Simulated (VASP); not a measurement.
Energy against volume of GdN (rock salt). Level of theory: PBE GGA with D3 dispersion (zero damping), VASP's PBE PAW potentials (set 64) (plane waves; VASP 6.6.1). Settings: 520 eV cut-off, 13×13×13 Γ-centred mesh, first-order Methfessel-Paxton smearing of 0.10 eV, potentials Gd_3 N.

The 4f electrons are frozen in the core of the lanthanide potential, so 4f levels, which can set the real gap, and their magnetism are missing.

| V (Å³/atom) | E (eV/atom) |
|---|---|
| 14.609 | -8.37017 |
| 15.061 | -8.37742 |
| 15.513 | -8.37097 |
| 15.964 | -8.35283 |

### Question
Fit these four points and predict the energy of the run at 14.157 Å³/atom.

### Answer
A cubic in V^(−2/3), the third-order Birch-Murnaghan form, passes through the four points with V0 = 15.06 Å³/atom and B0 = 161 GPa, and gives -8.3469 eV/atom there. The run gave -8.3468 eV/atom, +0.1 meV/atom from the fit; all five points give B0 = 162 GPa.

The compound is GdN in the rock salt structure. It was relaxed first.
